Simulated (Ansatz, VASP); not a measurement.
# Cross-check of TaTeS between VASP and Ansatz, part 2 of 2

Aim: how closely do two programs agree when they are given the same cell, functional and k mesh? The cell is invented: As first built, before any earlier steps moved the atoms (in the runner's words): it takes the TaSeS structure with some of its atoms replaced by other elements, volume scaled by an estimate. It may not be a known or stable phase. The cell is taken from a series of VASP runs on this material, whose earlier steps may have relaxed, scaled or displaced it; both programs get it as it stands. Other levels of theory on this material are compared in a session of their own.

VASP 6.6.1 and Ansatz 0.2.0.

So far: Starting point; Ansatz: band structure, BLYP; VASP: band structure, BLYP.

**3. VASP: band structure, BLYP (continued)**

Level of this step: BLYP; plane waves and PAW (Ta_pv, Te, S); invented cell (VASP).

Numbers of over 12 decimals in the logs are rounded to 6 here.

OUTCAR, selected parts (step 3):

```text
ion  position               nearest neighbor table
   1  0.000  0.000  0.022-   3 2.51   3 2.51   3 2.51   2 2.87   2 2.87   2 2.87
   2  0.667  0.333  0.800-   1 2.87   1 2.87   1 2.87
   3  0.333  0.667  0.178-   1 2.51   1 2.51   1 2.51

  LATTYP: Found a hexagonal cell.
 ALAT       =     3.6553896735
 C/A-ratio  =     2.3915085659

 Subroutine GETGRP returns: Found  6 space group operations
 (whereof  6 operations were pure point group operations)

The static configuration has the point symmetry C_3v.

 Found     25 irreducible k-points:

   k-points           NKPTS =     25   k-points in BZ     NKDIM =     25   number of bands    NBANDS=     24

   dimension x,y,z NGX =    24 NGY =   24 NGZ =   60
   dimension x,y,z NGXF=    48 NGYF=   48 NGZF=  120

   ENCUT  =  400.0 eV  29.40 Ry    5.42 a.u.   5.96  5.96 14.26*2*pi/ulx,y,z

   NELECT =      23.0000    total number of electrons

 k-points in reciprocal lattice and weights: Automatic mesh
   0.00000000  0.00000000  0.00000000       0.005
   0.12500000  0.00000000  0.00000000       0.031
   0.25000000  0.00000000  0.00000000       0.031
   0.37500000  0.00000000  0.00000000       0.031
   0.50000000  0.00000000  0.00000000       0.016
   0.12500000  0.12500000  0.00000000       0.031
   0.25000000  0.12500000  0.00000000       0.062
   0.37500000  0.12500000  0.00000000       0.062
   0.25000000  0.25000000  0.00000000       0.031
[...]
0.25000000  0.25000000  0.33333333       0.062
   0.37500000  0.25000000  0.33333333       0.062

 average (electrostatic) potential at core
       1 -41.0054       2 -91.5140       3 -88.6921

 E-fermi :   3.2778

 k-point     1 :       0.0000    0.0000    0.0000
  band No.  band energies     occupation
    ...
      7      -0.4768      2.00000
      8      -0.4768      2.00000
      9       0.8068      2.00000
     10       3.2438      1.32754
     11       3.2438      1.32753
     12       3.4834      0.03217
     13       3.4834      0.03217
     14       3.8093      0.00005
     15       6.5324      0.00000
     16       6.9509      0.00000
    ...

 k-point     2 :       0.1250    0.0000    0.0000
  band No.  band energies     occupation
    ...
      7      -0.8694      2.00000
      8      -0.4211      2.00000
      9       1.0980      2.00000
     10       1.9104      2.00000
     11       2.5677      2.00000
     12       3.3677      0.28422
     13       4.1648      0.00000
     14       4.2997      0.00000
     15       6.2628      0.00000
     16       6.8058      0.00000
    ...

 k-point     3 :       0.2500    0.0000    0.0000
  band No.  band energies     occupation
    ...
      8      -0.3480      2.00000
      9       0.0345      2.00000
     10       1.2906      2.00000
     11       2.0881      2.00000
     12       2.9739      1.99542
     13       4.4629      0.00000
     14       4.5985      0.00000
     15       6.3152      0.00000
     16       6.7735      0.00000
     17       8.0268      0.00000
    ...

  Total        0.0018295      0.0018295      0.0371794      0.0000000      0.0000000      0.0000000
  in kB        0.0289766      0.0289766      0.5888565      0.0000000      0.0000000      0.0000000
  external PRESSURE =       0.2156033 kB  Pullay stress =       0.0000000 kB

  energy-cutoff  :      400.00
  volume of cell :      101.16
      direct lattice vectors                 reciprocal lattice vectors
     3.655389674  0.000000000  0.000000000     0.273568645  0.157944958  0.000000000
    -1.827694837  3.165659765  0.000000000     0.000000000  0.315889917  0.000000000
     0.000000000  0.000000000  8.741895716     0.000000000  0.000000000  0.114391664

 POSITION                                       TOTAL-FORCE (eV/Angst)
 -----------------------------------------------------------------------------------
      0.00000      0.00000      0.19113        -0.000000      0.000000      0.002659
      1.82769      1.05522      6.99532         0.000000      0.000000     -0.006613
     -0.00000      2.11044      1.55545         0.000000      0.000000      0.003955
 -----------------------------------------------------------------------------------
    total drift:                                0.000004     -0.000000     -0.000932

  FREE ENERGIE OF THE ION-ELECTRON SYSTEM (eV)
  ---------------------------------------------------
  free  energy   TOTEN  =       -18.5165547085 eV

  energy  without entropy=      -18.4866850043  energy(sigma->0) =      -18.50161986

 total charge
# of ion       s       p       d       tot
------------------------------------------
    1        0.280   6.139   2.258   8.678
    2        1.400   2.001   0.046   3.447
    3        1.353   2.383   0.000   3.736
--------------------------------------------------
tot          3.034  10.523   2.304  15.861

[... 3 further parts left out ...]
```

The run ends at a pressure of 0.02 GPa, with forces up to 0.0066 eV/Å.

**4. Comparison**

Known differences besides the potentials themselves: the data sets hold 35 valence electrons in Ansatz (default PAW (the set named soft_2) files) and 23 in VASP; the cutoff is 420 eV in Ansatz and 400 eV in VASP; Ansatz makes its cores anew for this functional, VASP keeps those of its PBE data sets; VASP leaves aspherical gradient terms in its spheres out (LASPH is not set), Ansatz keeps them; VASP's log shows a relativistic correction to its local exchange, Ansatz's none. Total energies have different zeros and are not compared.

Compared:

| quantity | Ansatz | VASP | difference |
| --- | --- | --- | --- |
| pressure (GPa) | -0.20 | 0.02 | -0.22 |

At this near-relaxed geometry the largest component of a force difference is 73 meV/Å. Levels from 3 eV below to 2 eV above the Fermi level differ by 8 meV r.m.s. and 15 meV at most; each VASP level is matched to the nearest of Ansatz, which flatters the figure a little.

**5. Other set-ups**

Further runs change the set-up of one program: Ansatz's method, potentials or start, or VASP's data sets, cutoff or form of LDA. The table gives Ansatz less VASP for each quantity, since a change that brings one quantity closer may part another.

| run | r.m.s. force difference (meV/Å) | pressure (GPa) |
| --- | --- | --- |
| as above | 30 | -0.22 |
| Ansatz's larger PAW set (cutoff 640 eV) | 26 | -0.18 |
| norm-conserving potentials (cutoff 1120 eV) | 32 | -0.18 |

**6. Outcome**

- r.m.s. force difference (band structure, BLYP): 30 meV/Å

**Reading.** The r.m.s. force difference is 30 meV/Å (band structure, BLYP), beyond the 12 meV/Å picked in this series as the mark of a large difference. For band structure, BLYP, no further run moves any of the tabulated differences by more than a quarter of its size. 9 further runs of this series are not shown here. Such differences can come from data sets, numerical settings and the points named under the comparisons, not from the functional's error against experiment.

[Lines on the potential files, build, host, timing and source positions are cut from VASP's logs without a mark.]

[Logs are printed without paths, hosts, clocks, repeated set-up lines and the standing remarks that a program may print on its own settings, such as how far it seeks lower states.]

[Hosts, paths, dates, database ids (printed as entryN), source tags and the programs' standing remarks are cut or masked in the printed files.]
